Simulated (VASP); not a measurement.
Data:

```
BaTiO3
1.0
    3.99038     0.00000     0.00000
    0.00000     3.99038     0.00000
    0.00000     0.00000     4.10266
Ba Ti O
1 1 3
Direct
  0.50000   0.50000   0.58254
  0.00000   0.00000   0.10004
  0.00000   0.50000   0.06422
  0.50000   0.00000   0.06422
  0.00000   0.00000   0.54897
```

Calculation: PBE GGA, VASP's PBE PAW potentials (set 64) (plane waves; VASP). Run with PREC = Normal, 500 eV cut-off, 4×4×4 Γ-centred mesh, Gaussian smearing of 0.010 eV, potentials Ba_sv_GW Ti_sv_GW O_GW_new.

Unless said otherwise, spin-orbit coupling is left out, though it shifts the bands of the heavy elements here.

Problem. Estimate the energy per atom (σ→0), largest force, band gap (on the k-mesh) with the smallest direct gap where there is one.

Solution. 
The band gap (on the k-mesh) comes out as 1.83 eV and the smallest direct gap (on the k-mesh) comes out as 2.25 eV. The energy per atom (σ→0) is -8.765 eV/atom and the largest force is 0.175 eV/Å.

Total energies compare only between runs with the same potentials, cut-off and functional.

The structure comes from a computed database's BaTiO3 entry (P4mm); how it stands against other phases isn't given here. The cell was not relaxed at this level.
